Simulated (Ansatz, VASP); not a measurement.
# Zn2As2Pb in two plane-wave programs, part 2 of 2

Wanted: the spread between two codes on one cell, functional and k mesh. The cell is generated by rule, not measured, and may not be a known phase. The cell is taken from a series of runs on this material, whose earlier steps may have relaxed, scaled, displaced or heated it; both programs get it as it stands.

VASP 6.6.1 and Ansatz 0.2.0.

So far: The structure; VASP: relaxation of cell and atoms, r2SCAN.

The structure was built from a prototype and need not be the compound's stable phase.

### 3. Ansatz: relaxation of cell and atoms, r2SCAN

Level of this step: Ansatz beside VASP: Kohn-Sham DFT, plane waves, r2SCAN (Ansatz).

Ansatz runs on its default PAW (the set named soft_2) files.

The same cell, functional, mesh and smearing now go to Ansatz, which takes its cutoff from its data sets.

The input, input.yaml:

```yaml
crystal:
  lattice:
    - [4.2013743534, 0.0, 0.0]
    - [-2.1006871767, 3.6384969208, 0.0]
    - [0.0, 0.0, 7.2438064223]
  atoms:
    - { symbol: Pb, position: [0.0, 0.0, 0.0] }
    - { symbol: Zn, position: [0.3333333333, 0.6666666667, 0.6291924573] }
    - { symbol: Zn, position: [0.6666666667, 0.3333333333, 0.3708075427] }
    - { symbol: As, position: [0.3333333333, 0.6666666667, 0.2686861344] }
    - { symbol: As, position: [0.6666666667, 0.3333333333, 0.7313138656] }
kpoints:
  mp_grid: { grid: [12, 12, 6] }
hamiltonian:
  xc: r2scan
scf:
  occupations: { method: methfessel_paxton, width: 0.2 }
output:
  forces: true
  stress: true
  eigenvalues: true
  write_density: true
  write_potential: true
  elf: true
  volumetric_format: npy
relax:
  adjacent_minimum: "off"
  f_tol: 0.001
  max_steps: 60
  cell: { stress_tol: 0.01 }
```

The run is started by

```
$ ansatz run input.yaml --threads 8 --pin off --max-ram 14336MiB --backend cpu --events-out ev --progress --plain --runs-dir out
```

Numbers of over 12 decimals in the logs are rounded to 6 here.

The log of the run:

```text
Engine: ansatz 0.2.0, aarch64-unknown-linux-gnu
Pseudopotentials: kind: paw
Pseudopotential: Pb, paw, valence charge 14, recommended cutoff 500 eV (meta_gga), Pb.paw.azcp
Pseudopotential: Zn, paw, valence charge 12, recommended cutoff 500 eV (meta_gga), Zn.paw.azcp
Pseudopotential: As, paw, valence charge 15, recommended cutoff 500 eV (meta_gga), As.paw.azcp
Functional definition: r2SCAN
  parameter k0 = 0.174
  parameter k1 = 0.065
  parameter a1 = 4.9479
  exchange = r2scan_x(k0 = k0, k1 = k1, a1 = a1)
  correlation = r2scan_c
Crystal: 5 atoms, lattice volume = 110.734 Å³
Basis set: ecut = 500 eV, 2829 PW (Γ), exchange–correlation on 128×128×216 points (64 copies of the dense FFT grid, shifted against one another)
Bands: 41, of which v1, the nominal top of the filled ones, is band 34 counted from 1 (33 counted from 0)
Symmetry: 12 space group operations
Space group: P-3m1 (ITA 164), of the structure as read, at distance tolerance 4.8e-5 Å
k-points: 100 of 864
Non-local potential: Pb, projectors of the file, l = 0: 2, l = 1: 2, l = 2: 2, l = 3: 2
Non-local potential: Zn, projectors of the file, l = 0: 2, l = 1: 2, l = 2: 3, l = 3: 1
Non-local potential: As, projectors of the file, l = 0: 2, l = 1: 2, l = 2: 3, l = 3: 1
PAW form: soft (Blöchl's): semilocal exchange-correlation on the pseudo side does not see the compensation charge
PAW frozen core: Pb, regenerated for the run's functional (the file was generated under x = pbe(κ = 0.804, μ = 0.219515), c = pbe(β = 0.066725))
PAW frozen core: Zn, regenerated for the run's functional (the file was generated under x = pbe(κ = 0.804, μ = 0.219515), c = pbe(β = 0.066725))
PAW frozen core: As, regenerated for the run's functional (the file was generated under x = pbe(κ = 0.804, μ = 0.219515), c = pbe(β = 0.066725))
PAW one-centre angular grid: Pb, 590 points (default); XC on 160 Gauss nodes
PAW one-centre angular grid: Zn, 590 points (default); XC on 261 of its mesh's 2673 points in the sphere
PAW one-centre angular grid: As, 590 points (default); XC on 160 Gauss nodes
Initial density: superposition of atomic densities (neutral atoms: chi_scale 0, normalization atom), corrected by the library's trained network
Initial wavefunctions: pseudopotential atomic-orbital guess
Functional: x = r2scan, c = r2scan; τ floored in thin density (d = 2e-4 eV/Å³)
SCF iter   1: F=—  HF=-28302.367715 eV  |F-HF|=—  |Δ(HF+E_count)|=         —  Δρ=1.38e-2  dr2=1.18e-1  dr2_τ=7.66e-3  ethr=1.77e-3  ⟨swp⟩=6.7  Hψ=17031  notcnv=0
preconditioner: auto → Kerker (q_TF=auto, 2.515 Å⁻¹)  [metal: Δε(μ)=0.107 eV  Ē_g=12.759 eV  σ=0.200 eV  W_gap=0.40  n_scr=34 (ndim 8)  ℏωp=24.4 eV  f_vac=0.028  D(μ)=0.26/eV (n_scr^D=0)]
SCF iter   2: F=—  HF=-28302.360688 eV  |F-HF|=—  |Δ(HF+E_count)|=   7.03e-3  S|Δr|=    0.00e0  Δρ=3.20e-3  dr2=1.54e-2  dr2_τ=5.16e-4  ethr=1.74e-4  ⟨swp⟩=2.6  Hψ=8255  notcnv=0  defer=131
SCF iter   3: F=—  HF=-28302.358180 eV  |F-HF|=—  |Δ(HF+E_count)|=   2.51e-3  S|Δr|=    0.00e0  Δρ=3.43e-3  dr2=1.13e-2  dr2_τ=4.98e-5  ethr=2.27e-5  ⟨swp⟩=2.0  Hψ=5191  notcnv=0  defer=131
SCF iter   4: F=—  HF=-28302.356413 eV  |F-HF|=—  |Δ(HF+E_count)|=   1.77e-3  S|Δr|=    0.00e0  Δρ=7.96e-4  dr2=9.99e-4  dr2_τ=1.14e-5  ethr=1.66e-5  ⟨swp⟩=2.0  Hψ=5524  notcnv=0  defer=131
SCF iter   5: F=—  HF=-28302.356472 eV  |F-HF|=—  |Δ(HF+E_count)|=   5.91e-5  S|Δr|=    0.00e0  Δρ=4.08e-4  dr2=2.24e-4  dr2_τ=2.69e-6  ethr=1.47e-6  ⟨swp⟩=2.0  Hψ=7324  notcnv=0  defer=131
SCF iter   6: F=—  HF=-28302.356517 eV  |F-HF|=—  |Δ(HF+E_count)|=   4.47e-5  S|Δr|=    0.00e0  Δρ=1.25e-4  dr2=3.58e-5  dr2_τ=3.51e-7  ethr=3.30e-7  ⟨swp⟩=2.0  Hψ=7326  notcnv=0  defer=131
SCF iter   7: F=—  HF=-28302.356519 eV  |F-HF|=—  |Δ(HF+E_count)|=   1.97e-6  S|Δr|=    0.00e0  Δρ=4.99e-5  dr2=4.07e-6  dr2_τ=3.07e-8  ethr=5.26e-8  ⟨swp⟩=2.0  Hψ=5826  notcnv=0  defer=131
SCF iter   8: F=—  HF=-28302.356520 eV  |F-HF|=—  |Δ(HF+E_count)|=   1.20e-6  S|Δr|=    0.00e0  Δρ=1.81e-5  dr2=6.27e-7  dr2_τ=4.38e-9  ethr=5.99e-9  ⟨swp⟩=2.0  Hψ=5598  notcnv=0  defer=131
SCF iter   9: F=-28302.356520 eV  HF=-28302.356520 eV  |F-HF|=1.11e-8  |Δ(HF+E_count)|=   2.14e-7  S|Δr|=    0.00e0  Δρ=4.01e-6  dr2=1.88e-8  dr2_τ=2.56e-10  ethr=1.47e-10  ⟨swp⟩=11.9  Hψ=31505  notcnv=0
SCF 1 converged in 9 iterations: F = -28302.356520 eV  dr2 = 1.88e-8
  greatest PAW one-centre occupation: 0.999 electrons in one spin orbital (limit 2), on the As atom at site 4 (counted from 0), in its partial waves of l = 2
relax step   1: F+E_penalty+E_count = -28302.35652011 eV  Δ(F+E_penalty+E_count) = +0.000e0 eV  max|allowed force component| = 1.555e-3 eV/Å  Δτ_max = 0.0000 Å  P = -0.006 GPa  Ω = 110.734 Å³  (9 SCF iters, dr2 threshold 1.00e-7 eV, accepted)
[...]
relax step   3: F+E_penalty+E_count = -28302.35652494 eV  Δ(F+E_penalty+E_count) = +6.501e-7 eV  max|allowed force component| = 2.142e-3 eV/Å  Δτ_max = 0.0005 Å  P = +0.001 GPa  Ω = 110.720 Å³  energy of the carried Pulay correction = +2.072e-6 eV  (8 SCF iters, dr2 threshold 1.73e-10 eV, accepted)
[...]
relax step   4: F+E_penalty+E_count = -28302.35652521 eV  Δ(F+E_penalty+E_count) = -2.677e-7 eV  max|allowed force component| = 2.921e-4 eV/Å  Δτ_max = 0.0002 Å  P = -0.003 GPa  Ω = 110.724 Å³  energy of the carried Pulay correction = +1.585e-6 eV  (7 SCF iters, dr2 threshold 2.87e-10 eV, accepted)
[...]
relax step   5: F+E_penalty+E_count = -28302.35652344 eV  Δ(F+E_penalty+E_count) = +1.777e-6 eV  max|allowed force component| = 2.936e-4 eV/Å  Δτ_max = 0.0000 Å  P = -0.003 GPa  Ω = 110.724 Å³  stress off target by 2.79e-3 GPa  SCF on the basis re-selected at this cell (its energy is not comparable with the rows above)  (7 SCF iters)
basis re-selected at this cell: Δ(F+E_penalty+E_count) = +1.777e-6 eV, ΔP = -0.000 GPa vs the last step (what re-selecting the basis moved, of the pressure what is left beyond the Pulay correction that the steps carried, after the strain that the cell walked since its last selection, with what the two solves' SCF thresholds leave and, on support functions, any second-order correction that the steps lacked; it is no m [...]
SCF converged after 7 iterations
Stability not checked: this state was not tested for a lower state beside it, because cold or Methfessel-Paxton smearing, or corrected tetrahedra, fill the levels in a way that the test cannot read (fill_not_monotonic; see scf.lower_state_search)
Free energy (F): -28302.356523 eV
Harris-Foulkes:  -28302.356523 eV  (|F-HF|=7.28e-12)
Internal energy: -28302.357612 eV  (E = F + TS)
E sigma→0 (E₀):  -28302.356796 eV
Entropy (-TS):   0.001089 eV (0.218 meV/atom)
Fermi energy:    9.930876 eV
--- Per-component energies (eV) ---
  E_band       = -491.383024
  E_kinetic    = 754.591062
  E_local      = -8209.244841  (includes V_loc(G=0)·N_el)
  E_nonlocal   = 244.984736
  E_hartree    = 3916.794503
  E_xc         = -605.189294
  E_vxc        = -421.506204  (∫ρ·V_xc dr)
  E_paw        = -17826.156001  (= ΣΔE_a)
  E_vpaw       = -718.946350  (= ΣTr[D̂ρ^β])
  E_aug_tail   = -0.000080  (compensation charges beyond the density's cutoff)
  E_vtau       = 25.149617  (kinetic-family band-sum trace: ∫τ·v_τ [+ j·A + Jᵃ·Aᵃ] dr)
  E_ewald      = -6575.823148
  E_core_change = -2.314551  (= ΣΔE_core)
  E_smearing   = 0.001089  (= −TS)
  E_closure    = 0.000000  (closes the sum)
  Σ components = -28302.356523   (vs F -28302.356523, Δ=0.00e0)
--- Forces (eV/Å), atoms counted from 1 ---
  atom   1  Pb     0.00000000    -0.00000000     0.00000000
  atom   2  Zn     0.00000000    -0.00000000    -0.00016862
  atom   3  Zn    -0.00000000     0.00000000     0.00016862
  atom   4  As     0.00000000    -0.00000000     0.00029360
  atom   5  As    -0.00000000     0.00000000    -0.00029360
  max |Σ_I F_I| component: 1.16e-18 eV/Å
--- Stress (GPa, compression-positive) ---
       -0.002785       0.000000      -0.000000
        0.000000      -0.002785      -0.000000
       -0.000000      -0.000000      -0.002129
  P = ⅓ Tr σ = -0.0026 GPa (-0.026 kbar)
--- Band table (eV; the first three rows and the last of 100) ---
  k-point 0: bands = [... 30 lower, 8.5358, 8.5358, 9.0942, 9.0942, 10.1632, 12.1978, 12.1978, 12.6645, ... 3 higher]
  k-point 1: bands = [... 30 lower, 8.5058, 9.0125, 9.1641, 9.1641, 10.2104, 12.0596, 12.0596, 12.0785, ... 3 higher]
  k-point 2: bands = [... 30 lower, 8.4585, 9.2992, 9.2992, 9.7749, 10.3181, 11.2809, 11.8016, 11.8016, ... 3 higher]
  k-point 99: bands = [... 30 lower, 4.9570, 7.8424, 7.8424, 8.5234, 10.1662, 10.1662, 11.6322, 15.2766, ... 3 higher]
--- Relaxed structure (4 steps of the walk, 4 accepted, 1 SCFs on fresh bases) ---
  F+E_penalty+E_count = -28302.35652344 eV   max|allowed force component| = 2.936e-4 eV/Å   (the final SCF, on the basis selected at the relaxed cell)
  cell:  # Å, volume = 110.7235 Å³
    - [4.201877, 0, 0]
    - [-2.100939, 3.638932, 0]
    - [-1.7066230779598517e-19, 0, 7.241403]
  atoms:
    - { symbol: Pb, position: [0, 0, 0] }
    - { symbol: Zn, position: [0.333333, 0.666667, 0.629136] }
    - { symbol: Zn, position: [0.666667, 0.333333, 0.370864] }
    - { symbol: As, position: [0.333333, 0.666667, 0.268632] }
    - { symbol: As, position: [0.666667, 0.333333, 0.731368] }
```

Reading the cycles: dr2 is the Hartree energy of the density residual (eV), the measure of convergence; HF is the Harris–Foulkes estimate of the energy, which meets the free energy F at convergence.

### 4. Side by side

Known differences besides the potentials themselves: VASP keeps PBE cores, Ansatz makes them for the functional; the data sets hold 68 valence electrons in Ansatz (on its default PAW (the set named soft_2) files) and 48 in VASP; the cutoff is 500 eV in Ansatz and 550 eV in VASP; Ansatz adds a Pulay correction to the stress that steers its cell, VASP none. Total energies have different zeros and are not compared.

Compared:

```
                                         quantity  Ansatz    VASP  difference
                                      volume (Å³)  110.72  110.86     -0.12 %
edge a after relaxation, in the typed setting (Å)   4.202   4.205     -0.08 %
edge c after relaxation, in the typed setting (Å)   7.241   7.239     +0.04 %
```

### 5. What came out

```
difference in volume (relaxation of cell and atoms, r2SCAN) : -0.12 %
```

In words: The difference in volume is -0.12 % (relaxation of cell and atoms, r2SCAN), within the 1.2 % picked in this series as the mark of a large difference, as far as the stopping tolerances let one tell. The data sets hold unlike numbers of valence electrons (68 in Ansatz and 48 in VASP), so part of the differences comes from the potentials. Such differences can come from data sets, numerical settings and the points named under the comparisons, not from the functional's error against experiment.

[Lines on the potential files, build, host, timing and source positions are cut from VASP's logs without a mark.]

[Logs are printed without paths, hosts, clocks, repeated set-up lines and the standing remarks that a program may print on its own settings, such as how far it seeks lower states.]

[Hosts, paths, dates, database ids (printed as entryN), source tags and the programs' standing remarks are cut or masked in the printed files.]
